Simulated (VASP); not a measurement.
The input files of a VASP run:

### KPOINTS
```
Regular mesh
0
gamma
 7 7 10
```

INCAR:
```
AGGAC  =  0.0
ALGO  =  Normal
EDIFF  =  1E-7
EDIFFG  =  -0.01
ENCUT  =  520
GGA  =  MK
IBRION  =  2
ISIF  =  4
ISMEAR  =  1
LASPH  =  T
LCHARG  =  F
LMAXMIX  =  6
LREAL  =  F
LUSE_VDW  =  T
LWAVE  =  F
NELM  =  100
NSW  =  30
PARAM1  =  0.1234568
PARAM2  =  0.7114
PREC  =  Accurate
SIGMA  =  0.1
SYSTEM  =  IrO2
ZAB_VDW  =  -1.8867
```

### POSCAR
```
IrO2
1
    4.5571830851     0.0000000000     0.0000000000
    0.0000000000     4.5571830851     0.0000000000
    0.0000000000     0.0000000000     3.2201268548
Ir O
2 4
Direct
  0.0000000000   0.0000000000   0.0000000000
  0.5000000000   0.5000000000   0.5000000000
  0.3087107966   0.3087107966   0.0000000000
  0.8087107966   0.1912892034   0.5000000000
  0.1912892034   0.8087107966   0.5000000000
  0.6912892034   0.6912892034   0.0000000000
```

POTCAR, in this order: Ir O (PBE.64 set). Program: vasp_std.

Q: Translate this rev-vdW-DF2 calculation to Quantum ESPRESSO's pw.x.

A: One equivalent input (not run):
```
&CONTROL
  calculation = 'vc-relax'
  pseudo_dir = './pseudo'
  outdir = './out'
  tprnfor = .true.
  tstress = .true.
  nstep = 30
  forc_conv_thr = 0.00039
/
&SYSTEM
  ibrav = 0
  nat = 6
  ntyp = 2
  ecutwfc = 84
  occupations = 'smearing'
  smearing = 'methfessel-paxton'
  degauss = 0.00735
  input_dft = 'vdw-df2-b86r'
/
&ELECTRONS
  conv_thr = 7.3e-09
  electron_maxstep = 100
/
&IONS
/
&CELL
  cell_dofree = 'shape'
/
ATOMIC_SPECIES
  Ir 192.217 Ir.upf
  O 15.999 O.upf
CELL_PARAMETERS angstrom
     4.5571831    0.0000000    0.0000000
     0.0000000    4.5571831    0.0000000
     0.0000000    0.0000000    3.2201269
ATOMIC_POSITIONS crystal
  Ir   0.0000000  0.0000000  0.0000000
  Ir   0.5000000  0.5000000  0.5000000
  O    0.3087108  0.3087108  0.0000000
  O    0.8087108  0.1912892  0.5000000
  O    0.1912892  0.8087108  0.5000000
  O    0.6912892  0.6912892  0.0000000
K_POINTS automatic
  7 7 10 0 0 0
```
What does not carry over: the potentials are each code's own (VASP's PAW set, PseudoDojo norm-conserving files in pw.x), so ENCUT and ecutwfc are chosen apart and not converted; conv_thr bounds pw.x's estimated SCF error, while EDIFF bounds the energy change between steps; forc_conv_thr acts on force components and is met together with etot_conv_thr.

The compound is IrO2 in the rutile structure. This cell is one point of a volume scan, at 1.03 of the reference volume. Symmetry was kept, so distortions that lower it aren't found.
